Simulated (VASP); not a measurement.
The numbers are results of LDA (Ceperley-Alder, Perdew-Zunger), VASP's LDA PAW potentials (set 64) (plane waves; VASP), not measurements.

The input files of a VASP run:

KPOINTS:
```
Automatic mesh
0
Gamma
10 10 3
0 0 0
```

INCAR:
```
SYSTEM = WSe2
PREC = Normal
ENCUT = 400
EDIFF = 1E-5
NELM = 100
ALGO = Fast
LREAL = .FALSE.
LASPH = .TRUE.
ISMEAR = 0
SIGMA = 0.05
LMAXMIX = 6
LWAVE = .FALSE.
LCHARG = .FALSE.
NELMIN = 4
IBRION = 2
ISIF = 2
NSW = 20
EDIFFG = -0.03
```

### POSCAR
```
WSe2
1
    3.2554847052     0.0000000000     0.0000000000
   -1.6277423526     2.8193321392     0.0000000000
    0.0000000000     0.0000000000    12.8422369762
W Se
2 4
Direct
  0.6666670000   0.3333330000   0.7500000000
  0.3333330000   0.6666670000   0.2500000000
  0.6666670000   0.3333330000   0.3790000000
  0.3333330000   0.6666670000   0.8790000000
  0.3333330000   0.6666670000   0.6210000000
  0.6666670000   0.3333330000   0.1210000000
```

POTCAR, in this order: W_sv Se (LDA.64 set). Program: vasp_std.

What VASP printed:

File OSZICAR:
```
       N       E                     dE             d eps       ncg     rms          rms(c)
DAV:   1     0.453691577414E+03    0.45369E+03   -0.25051E+04  1960   0.135E+03
DAV:   2    -0.220046208539E+02   -0.47570E+03   -0.46519E+03  2113   0.391E+02
DAV:   3    -0.497236204890E+02   -0.27719E+02   -0.27358E+02  2137   0.882E+01
DAV:   4    -0.503930042258E+02   -0.66938E+00   -0.66654E+00  2148   0.138E+01
DAV:   5    -0.504084810656E+02   -0.15477E-01   -0.15471E-01  2228   0.195E+00    0.322E+01
RMM:   6    -0.487633222183E+02    0.16452E+01   -0.76916E+00  1987   0.126E+01    0.120E+01
RMM:   7    -0.484782674611E+02    0.28505E+00   -0.12003E+00  1878   0.451E+00    0.433E+00
RMM:   8    -0.484852797544E+02   -0.70123E-02   -0.45541E-01  1885   0.265E+00    0.730E-01
RMM:   9    -0.484848977713E+02    0.38198E-03   -0.96009E-02  1995   0.121E+00    0.418E-01
RMM:  10    -0.484850987772E+02   -0.20101E-03   -0.20440E-02  2060   0.550E-01    0.117E-01
RMM:  11    -0.484852102886E+02   -0.11151E-03   -0.56689E-03  2161   0.290E-01    0.601E-02
RMM:  12    -0.484852097512E+02    0.53738E-06   -0.86752E-04  2062   0.140E-01    0.169E-02
RMM:  13    -0.484852241041E+02   -0.14353E-04   -0.25603E-04  1916   0.682E-02    0.959E-03
RMM:  14    -0.484852285069E+02   -0.44028E-05   -0.66390E-05  1404   0.309E-02
   1 F= -.48485229E+02 E0= -.48485229E+02  d E =-.484852E+02
       N       E                     dE             d eps       ncg     rms          rms(c)
DAV:   1    -0.484901369920E+02   -0.49129E-02   -0.55931E-01  2100   0.286E+00    0.629E-01
RMM:   2    -0.484919126293E+02   -0.17756E-02   -0.24340E-02  1761   0.633E-01    0.283E-01
RMM:   3    -0.484921642269E+02   -0.25160E-03   -0.29804E-03  1812   0.247E-01    0.142E-01
RMM:   4    -0.484921918174E+02   -0.27591E-04   -0.46011E-04  1840   0.101E-01    0.653E-02
RMM:   5    -0.484921941505E+02   -0.23331E-05   -0.10497E-04  1579   0.446E-02    0.188E-02
RMM:   6    -0.484921940640E+02    0.86501E-07   -0.21433E-05  1087   0.201E-02
   2 F= -.48492194E+02 E0= -.48492194E+02  d E =-.696556E-02
```

### OUTCAR
```
------------------------ aborting loop because EDIFF is reached ----------------------------------------
  FORCE on cell =-STRESS in cart. coord.  units (eV):
  Direction    XX          YY          ZZ          XY          YZ          ZX
  --------------------------------------------------------------------------------------
  Total       -0.0296521     -0.0296521      0.0723843      0.0000000      0.0000000      0.0000000
  in kB       -0.4030547     -0.4030546      0.9839032      0.0000000      0.0000000      0.0000000
  external PRESSURE =       0.0592647 kB  Pullay stress =       0.0000000 kB
  volume of cell :      117.87
      direct lattice vectors                 reciprocal lattice vectors
     3.255484705  0.000000000  0.000000000     0.307173920  0.177346966  0.000000000
    -1.627742353  2.819332139  0.000000000     0.000000000  0.354693931  0.000000000
     0.000000000  0.000000000 12.842236976     0.000000000  0.000000000  0.077868054
 POSITION                                       TOTAL-FORCE (eV/Angst)
 -----------------------------------------------------------------------------------
      1.62774      0.93978      9.63168        -0.000000     -0.000000      0.000000
     -0.00000      1.87956      3.21056         0.000000     -0.000000      0.000000
      1.62774      0.93978      4.87964         0.000000     -0.000000      0.024497
     -0.00000      1.87956     11.30076        -0.000000     -0.000000      0.024497
     -0.00000      1.87956      7.96259        -0.000000     -0.000000     -0.024497
      1.62774      0.93978      1.54147         0.000000      0.000000     -0.024497
 -----------------------------------------------------------------------------------
    total drift:                               -0.000996      0.000418     -0.000035
  FREE ENERGIE OF THE ION-ELECTRON SYSTEM (eV)
  ---------------------------------------------------
  free  energy   TOTEN  =       -48.4921940640 eV

  energy  without entropy=      -48.4921940640  energy(sigma->0) =      -48.49219406

 reached required accuracy - stopping structural energy minimisation
```
(Selected blocks of OUTCAR.)

CONTCAR:
```
WSe2
   1.00000000000000
     3.2554847052000002    0.0000000000000000    0.0000000000000000
    -1.6277423526000001    2.8193321392000001    0.0000000000000000
     0.0000000000000000    0.0000000000000000   12.8422369762000006
  W               Se
     2     4
Direct
     0.6666669999999968    0.3333330000000032    0.7500000000000000
     0.3333330000000032    0.6666669999999968    0.2500000000000000
     0.6666669999999968    0.3333330000000032    0.3799683966698639
     0.3333330000000032    0.6666669999999968    0.8799683966698638
     0.3333330000000032    0.6666669999999968    0.6200316033301362
     0.6666669999999968    0.3333330000000032    0.1200316033301362
```

The compound is WSe2 in the 2H layered structure. This run relaxes the ions in a fixed cell. Symmetry was kept, so distortions that lower it aren't found.
